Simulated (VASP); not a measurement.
# MnB: structure and properties in VASP, part 10 of 10

What structure does MnB take at this level, and what are its properties? The start is a cell from a database of measured crystal structures.

VASP 6.6.1; PBEsol, DFT+U (Mn d 3 eV), spin-polarised from a ferromagnetic start; plane waves and PAW (Mn_pv, B).

Still holding for the runs below: The magnetic state follows from one typed start and may not be the lowest. The k-mesh is coarse for a metal. A U on the itinerant d states of such a compound is hard to justify; it moves the bands at the Fermi level and favours large moments.

So far, moment of the cell, from the last line of the log (μB): step 2 (relaxing cell and atoms (PBEsol + U)) 11.8; step 6 (density of states (PBEsol + U)) 11.5; step 7 (core-level energies (PBEsol + U)) 11.6; step 8 (volume scan with PBEsol + U, volume scale 0.94) 10.3; step 9 (volume scan with PBEsol + U, volume scale 0.96) 10.9.

## 13. Volume scan with PBEsol + U, volume scale 1.04

The input, INCAR:

```
SYSTEM = MnB
PREC = Accurate
ENCUT = 420
EDIFF = 1E-06
NELM = 100
ISMEAR = 0
SIGMA = 0.05
LREAL = .FALSE.
ALGO = Normal
GGA = PS
NBANDS = 51
ISPIN = 2
MAGMOM = 3.138 3.138 3.138 3.138 -0.189 -0.189 -0.189 -0.189
LDAU = .TRUE.
LDAUTYPE = 2
LDAUL = 2 -1
LDAUU = 3 0
LDAUJ = 0 0
LDAUPRINT = 1
LASPH = .TRUE.
LMAXMIX = 4
LORBIT = 11
LWAVE = .FALSE.
LCHARG = .FALSE.
KPAR = 4
ISIF = 2
```

The input, POSCAR:

```
MnB
1.0
    5.8498560123      0.0000000000      0.0000000000
    0.0000000000      2.9763473847      0.0000000000
    0.0000000000      0.0000000000      4.2904942357
Mn B
4 4
Direct
    0.1779605663      0.2500000000      0.1201939108
    0.3220394337      0.7500000000      0.6201939108
    0.6779605663      0.2500000000      0.3798060892
    0.8220394337      0.7500000000      0.8798060892
    0.0327092485      0.2500000000      0.6094652426
    0.4672907515      0.7500000000      0.1094652426
    0.5327092485      0.2500000000      0.8905347574
    0.9672907515      0.7500000000      0.3905347574
```

The input, KPOINTS:

```
Automatic mesh
0
Gamma
4 8 5
0 0 0
```

PAW data sets: Mn_pv and B (PBE family, release 64).

Command:

```
mpirun -np 4 vasp_std
```

Log:

```text
[... set-up lines as in an earlier step ...]
 entering main loop
       N       E                     dE             d eps       ncg     rms          rms(c)
DAV:   1     0.704315790591E+03    0.70432E+03   -0.29686E+04  9324   0.136E+03
DAV:   2    -0.174860900982E+02   -0.72180E+03   -0.67626E+03  9207   0.431E+02
DAV:   3    -0.704629713429E+02   -0.52977E+02   -0.51039E+02  9895   0.129E+02
DAV:   4    -0.716719518777E+02   -0.12090E+01   -0.11995E+01 10618   0.191E+01
[...]
DAV:  16    -0.596162797198E+02   -0.44227E-05   -0.48978E-06  9140   0.113E-02    0.116E-02
DAV:  17    -0.596162811522E+02   -0.14324E-05   -0.16839E-06  6188   0.693E-03    0.355E-03
DAV:  18    -0.596162813183E+02   -0.16616E-06   -0.48652E-07  4936   0.366E-03
   1 F= -.59616281E+02 E0= -.59613948E+02  d E =-.466663E-02  mag=    12.0828
```

It took 29 s on 4 MPI ranks of Intel Xeon 6975P-C (Granite Rapids), shared host; peak memory 1.2 GiB.

Parts of OUTCAR (step 13):

```text
  Total       -2.1071726     -3.2407909     -2.6791708      0.0000000      0.0000000      0.0000000
  in kB      -45.1933550    -69.5065083    -57.4612236      0.0000000      0.0000000      0.0000000
  external PRESSURE =     -57.3870290 kB  Pullay stress =       0.0000000 kB

 POSITION                                       TOTAL-FORCE (eV/Angst)
 -----------------------------------------------------------------------------------
      1.04104      0.74409      0.51569         0.097628     -0.000000      0.046450
      1.88388      2.23226      2.66094        -0.097628     -0.000000      0.046450
      3.96597      0.74409      1.62956         0.097628     -0.000000     -0.046450
      4.80881      2.23226      3.77480        -0.097628     -0.000000     -0.046450
      0.19134      0.74409      2.61491        -0.013502     -0.000000     -0.162191
      2.73358      2.23226      0.46966         0.013502     -0.000000     -0.162191
      3.11627      0.74409      3.82083        -0.013502      0.000000      0.162191
      5.65851      2.23226      1.67559         0.013502     -0.000000      0.162191
 -----------------------------------------------------------------------------------
    total drift:                               -0.000000      0.000000      0.000000

  FREE ENERGIE OF THE ION-ELECTRON SYSTEM (eV)
  ---------------------------------------------------
  free  energy   TOTEN  =       -59.6162813183 eV

  energy  without entropy=      -59.6116146864  energy(sigma->0) =      -59.61394800

 magnetization (x)
# of ion       s       p       d       tot
------------------------------------------
    1        0.006   0.002   3.252   3.260
    2        0.006   0.002   3.252   3.260
    3        0.006   0.002   3.252   3.260
    4        0.006   0.002   3.252   3.260
    5       -0.040  -0.154   0.000  -0.194
    6       -0.040  -0.154   0.000  -0.194
    7       -0.040  -0.154   0.000  -0.194
    8       -0.040  -0.154   0.000  -0.194
--------------------------------------------------
tot         -0.134  -0.608  13.008  12.265

[... 1 part as in an earlier step ...]

[... 2 further parts left out ...]
[key lines of the parts left out:]
E-fermi :   8.8550
```

Spin moment in the PAW sphere by atom:

```
atom  spin moment in the PAW sphere (μB)
 Mn1                                3.26
 Mn2                                3.26
 Mn3                                3.26
 Mn4                                3.26
  B5                               -0.19
  B6                               -0.19
  B7                               -0.19
  B8                               -0.19
```

The pressure falls from -3.42 to -5.74 GPa.

The run ends at a pressure of -5.74 GPa, with forces up to 0.16 eV/Å.

## 14. Volume scan with PBEsol + U, volume scale 1.06

A prediction first. A parabola through the 6 pressures of evenly scaled cells so far, P = 0.31 -150.0 t -366 t² GPa with t = ln(V/V₁) and V₁ the volume at scale 1, gives -9.68 GPa at t = +0.0583.

INCAR is that of step 13.

Changes to POSCAR since step 13:

```diff
@@ -2,5 +2,5 @@
 1.0
-    5.8498560123      0.0000000000      0.0000000000
-    0.0000000000      2.9763473847      0.0000000000
-    0.0000000000      0.0000000000      4.2904942357
+    5.8871172463      0.0000000000      0.0000000000
+    0.0000000000      2.9953055225      0.0000000000
+    0.0000000000      0.0000000000      4.3178229613
 Mn B
```

KPOINTS is that of step 13.

Command:

```
mpirun -np 4 vasp_std
```

Log:

```text
[... set-up lines as in an earlier step ...]
 entering main loop
       N       E                     dE             d eps       ncg     rms          rms(c)
DAV:   1     0.707127654182E+03    0.70713E+03   -0.29617E+04  9260   0.136E+03
DAV:   2    -0.167391027057E+02   -0.72387E+03   -0.67855E+03  9218   0.431E+02
DAV:   3    -0.700663809111E+02   -0.53327E+02   -0.51402E+02  9967   0.129E+02
DAV:   4    -0.713082003603E+02   -0.12418E+01   -0.12316E+01 10454   0.194E+01
[...]
DAV:  15    -0.595626149759E+02   -0.45041E-04   -0.35247E-05  9961   0.490E-02    0.225E-02
DAV:  16    -0.595626190895E+02   -0.41136E-05   -0.51138E-06  9179   0.124E-02    0.949E-03
DAV:  17    -0.595626195587E+02   -0.46920E-06   -0.78466E-07  4941   0.464E-03
   1 F= -.59562620E+02 E0= -.59560585E+02  d E =-.406901E-02  mag=    12.3406
```

It took 30 s on 4 MPI ranks; peak memory 1.1 GiB.

Parts of OUTCAR (step 14):

```text
  Total       -2.9622712     -4.5282990     -3.9335727      0.0000000      0.0000000      0.0000000
  in kB      -62.3342514    -95.2877425    -82.7730800      0.0000000      0.0000000      0.0000000
  external PRESSURE =     -80.1316913 kB  Pullay stress =       0.0000000 kB

 POSITION                                       TOTAL-FORCE (eV/Angst)
 -----------------------------------------------------------------------------------
      1.04767      0.74883      0.51898         0.105704      0.000000      0.053193
      1.89588      2.24648      2.67789        -0.105704      0.000000      0.053193
      3.99123      0.74883      1.63994         0.105704     -0.000000     -0.053193
      4.83944      2.24648      3.79885        -0.105704     -0.000000     -0.053193
      0.19256      0.74883      2.63156        -0.067323      0.000000     -0.259688
      2.75100      2.24648      0.47265         0.067323      0.000000     -0.259688
      3.13612      0.74883      3.84517        -0.067323      0.000000      0.259688
      5.69455      2.24648      1.68626         0.067323      0.000000      0.259688
 -----------------------------------------------------------------------------------
    total drift:                               -0.000000      0.000000      0.000000

  FREE ENERGIE OF THE ION-ELECTRON SYSTEM (eV)
  ---------------------------------------------------
  free  energy   TOTEN  =       -59.5626195587 eV

  energy  without entropy=      -59.5585505499  energy(sigma->0) =      -59.56058505

 magnetization (x)
# of ion       s       p       d       tot
------------------------------------------
    1        0.007   0.003   3.313   3.323
    2        0.007   0.003   3.313   3.323
    3        0.007   0.003   3.313   3.323
    4        0.007   0.003   3.313   3.323
    5       -0.040  -0.154   0.000  -0.194
    6       -0.040  -0.154   0.000  -0.194
    7       -0.040  -0.154   0.000  -0.194
    8       -0.040  -0.154   0.000  -0.194
--------------------------------------------------
tot         -0.131  -0.603  13.253  12.519

[... 1 part as in an earlier step ...]

[... 2 further parts left out ...]
[key lines of the parts left out:]
E-fermi :   8.6600
```

The pressure falls from -5.74 to -8.01 GPa. The parabola predicted -9.68 GPa, -1.66 GPa off.

## 15. The series together

Times are for 4 MPI ranks of Intel Xeon 6975P-C (Granite Rapids), shared host. Results by setting:

```csv
no.,volume scale,energy above the lowest point (meV/atom),pressure (GPa),time,memory (GiB)
1,0.94,19.02,7.981,25 s,1.1
2,0.96,10.16,5.912,25 s,1.1
3,0.98,3.29,3.791,26 s,1.1
4,1,0,0.02754,26 s,1.1
5,1.02,1.11,-3.423,27 s,1.1
6,1.04,5.26,-5.739,29 s,1.2
7,1.06,11.93,-8.013,30 s,1.1
```

## 16. Fit for PBEsol + U

This step: Birch-Murnaghan fit, PBEsol, DFT+U (Mn d 3 eV); plane waves and PAW (VASP 6.6.1).

This step runs nothing: it gathers the runs above.

The fit is poor or the pressure derivative of its modulus unusual (most solids lie near 4 to 5), which can come from the mesh or from a state that changes along the scan.

This step gave:

```
pressure derivative of the bulk modulus : -1.079
r.m.s. error of the fit                 : 3.24e-4 eV/atom
minimum inside the sampled range        : yes
bulk modulus                            : 152.9 GPa
equilibrium volume of the fit           : 9.043 Å³/atom
```

The energy above the fitted minimum by volume:

| volume (Å³/atom) | energy above the fitted minimum (eV/atom) |
| --- | --- |
| 8.440 | 0.0187 |
| 8.620 | 0.00988 |
| 8.799 | 0.00301 |
| 8.979 | -2.8e-4 |
| 9.158 | 8.3e-4 |
| 9.338 | 0.00498 |
| 9.517 | 0.0117 |

The fitted volume lies +0.71 % from the relaxed one. The atoms bear forces along the scan, since they were held; freeing them would lower the modulus.

## 17. What came out

* relaxed volume: 8.979 Å³/atom
* relaxed conventional cell a, b, c: 5.774, 2.938, 4.235 Å
* space group after relaxing, within 0.02 Å: Pnma (No. 62)
* moment of the cell (6×11×8 mesh): 11.5 μB
* largest site moment (6×11×8 mesh): 3.12 μB on Mn1
* band gap: none, a metal
* DOS at the Fermi level: 3.04 states/eV/cell
* shallowest level of the frozen cores: Mn1 3s, 79.1 eV deep

What this shows: With PBEsol + U, MnB relaxes to 8.979 Å³/atom in space group Pnma, comes out as a metal and keeps moments of up to 3.12 μB (6×11×8 mesh). Against the listed cell the volume lies +4.6 % (a +3.8 %, b -1.3 %, c +2.1 %). Bands along the symmetry lines (PBEsol + U), spin up: Of the bands kept, 4 cross the Fermi level on this path. Bands along the symmetry lines (PBEsol + U), spin down: Of the bands kept, 4 cross the Fermi level on this path. The k-sampling is coarse for a metal, so the Fermi level, moments, pressures and the shape of the cell carry errors. Only the typed magnetic starts were tried, so the magnetic ground state may differ and with it the other results. In such a metal, moments, volume and the states at the Fermi level hinge on the chosen U. No search among competing phases was made, and a listed structure need not be the one stable at ambient conditions. All values are for a static lattice at zero temperature.

[Lines on the potential files, build, host, timing and source positions are cut from VASP's logs without a mark.]

[Logs are printed without paths, hosts, clocks, repeated set-up lines and the standing remarks that a program may print on its own settings, such as how far it seeks lower states.]

[Hosts, paths, dates, database ids (printed as entryN), source tags and the programs' standing remarks are cut or masked in the printed files.]

[A measured line is paired with the nearest computed mode of its activity, which favours agreement.]
